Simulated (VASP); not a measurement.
Level of theory: r2SCAN meta-GGA, VASP's PBE PAW potentials (set 64) (plane waves; VASP).

A VASP calculation is set up with these files.

### KPOINTS
```
kpoints
0
G
13 13 13
0 0 0
```

### INCAR
```
SYSTEM = LaN
PREC = Accurate; ENCUT = 520; LREAL = .FALSE.
LASPH = .TRUE.
EDIFF = 1E-7; NELM = 100; ALGO = Normal
LMAXMIX = 6; LMIXTAU = .TRUE.
ISMEAR = -5
METAGGA = R2SCAN
ISIF = 2
LWAVE = .FALSE.; LCHARG = .FALSE.; LORBIT = 11
NEDOS = 601
```

File KPOINTS_OPT:
```
k-points along high-symmetry lines
10
Line-mode
Reciprocal
  0.000000   0.000000   0.000000 ! GAMMA
  0.000000   0.500000   0.000000 ! X

  0.000000   0.500000   0.000000 ! X
  0.500000   0.500000   0.000000 ! M

  0.500000   0.500000   0.000000 ! M
  0.000000   0.000000   0.000000 ! GAMMA

  0.000000   0.000000   0.000000 ! GAMMA
  0.500000   0.500000   0.500000 ! R

  0.500000   0.500000   0.500000 ! R
  0.000000   0.500000   0.000000 ! X

  0.500000   0.500000   0.500000 ! R
  0.500000   0.500000   0.000000 ! M
```

POSCAR:
```
LaN
1
    3.1631834716     0.0000000000     0.0000000000
    0.0000000000     3.1631834716     0.0000000000
    0.0000000000     0.0000000000     3.1631834716
La N
1 1
Direct
  0.0000000000   0.0000000000   0.0000000000
  0.5000000000   0.5000000000   0.5000000000
```

POTCAR, in this order: La N (PBE.64 set). Program: vasp_std.

Output of the run:

File OSZICAR:
```
       N       E                     dE             d eps       ncg     rms          rms(c)
DAV:   1     0.112088002683E+03    0.11209E+03   -0.64836E+03  2032   0.214E+03
DAV:   2    -0.314748247141E+02   -0.14356E+03   -0.13948E+03  2928   0.295E+02
DAV:   3    -0.468832147911E+02   -0.15408E+02   -0.15064E+02  3016   0.132E+02
DAV:   4    -0.477834131036E+02   -0.90020E+00   -0.88157E+00  3464   0.257E+01
DAV:   5    -0.478383529385E+02   -0.54940E-01   -0.54708E-01  3328   0.612E+00    0.790E+00
DAV:   6    -0.404392148879E+02    0.73991E+01   -0.14502E+01  3868   0.300E+01    0.412E+00
DAV:   7    -0.407389299408E+02   -0.29972E+00   -0.11659E+00  3412   0.978E+00    0.194E+00
DAV:   8    -0.409163598138E+02   -0.17743E+00   -0.43582E-01  2580   0.750E+00    0.596E-01
DAV:   9    -0.408053299278E+02    0.11103E+00   -0.21398E-01  2660   0.623E+00    0.270E-01
DAV:  10    -0.408357010959E+02   -0.30371E-01   -0.22019E-02  3408   0.170E+00    0.224E-01
DAV:  11    -0.408229683444E+02    0.12733E-01   -0.93896E-03  3652   0.125E+00    0.167E-01
DAV:  12    -0.408359932672E+02   -0.13025E-01   -0.62780E-03  3356   0.119E+00    0.555E-02
DAV:  13    -0.408370476101E+02   -0.10543E-02   -0.11288E-03  3556   0.532E-01    0.240E-02
DAV:  14    -0.408370808181E+02   -0.33208E-04   -0.66812E-05  3488   0.109E-01    0.174E-02
DAV:  15    -0.408370962382E+02   -0.15420E-04   -0.91589E-05  3580   0.861E-02    0.575E-03
DAV:  16    -0.408370959261E+02    0.31217E-06   -0.10625E-05  3612   0.334E-02    0.359E-03
DAV:  17    -0.408370963071E+02   -0.38107E-06   -0.79389E-07  3368   0.107E-02    0.310E-03
DAV:  18    -0.408370968334E+02   -0.52628E-06   -0.52103E-07  3256   0.871E-03    0.952E-04
DAV:  19    -0.408370971399E+02   -0.30649E-06   -0.10225E-07  1844   0.500E-03    0.390E-04
DAV:  20    -0.408370969352E+02    0.20470E-06   -0.18453E-08  1796   0.386E-03    0.290E-04
DAV:  21    -0.408370969890E+02   -0.53805E-07   -0.84896E-09  1720   0.183E-03
   1 F= -.40837097E+02 E0= -.40837097E+02  d E =0.000000E+00
       N       E                     dE             ncg
```

### OUTCAR
```
------------------------ aborting loop because EDIFF is reached ----------------------------------------
  FORCE on cell =-STRESS in cart. coord.  units (eV):
  Direction    XX          YY          ZZ          XY          YZ          ZX
  --------------------------------------------------------------------------------------
  Total        0.0052785      0.0052785      0.0052785      0.0000000      0.0000000      0.0000000
  in kB        0.2672054      0.2672054      0.2672054      0.0000000      0.0000000      0.0000000
  external PRESSURE =       0.2672054 kB  Pullay stress =       0.0000000 kB
  volume of cell :       31.65
      direct lattice vectors                 reciprocal lattice vectors
     3.163183472  0.000000000  0.000000000     0.316137211  0.000000000  0.000000000
     0.000000000  3.163183472  0.000000000     0.000000000  0.316137211  0.000000000
     0.000000000  0.000000000  3.163183472     0.000000000  0.000000000  0.316137211
 POSITION                                       TOTAL-FORCE (eV/Angst)
 -----------------------------------------------------------------------------------
      0.00000      0.00000      0.00000         0.000000      0.000000      0.000000
      1.58159      1.58159      1.58159         0.000000      0.000000      0.000000
 -----------------------------------------------------------------------------------
    total drift:                               -0.000000      0.000000      0.000000
  FREE ENERGIE OF THE ION-ELECTRON SYSTEM (eV)
  ---------------------------------------------------
  free  energy   TOTEN  =       -40.8370969890 eV

  energy  without entropy=      -40.8370969890  energy(sigma->0) =      -40.83709699

 total charge

# of ion       s       p       d       f       tot
--------------------------------------------------
    1        2.003   5.681   0.705   0.272   8.661
    2        1.253   2.370   0.000   0.000   3.622
--------------------------------------------------
tot          3.256   8.051   0.705   0.272  12.284
```
(Selected blocks of OUTCAR.)

For a metal the tetrahedron method with Blöchl corrections gives inexact stress and forces.

The structure was generated: LaN was put into the CsCl type type (Pm-3m), which need not be its known phase. It was relaxed first, which changed the volume by -33 %.
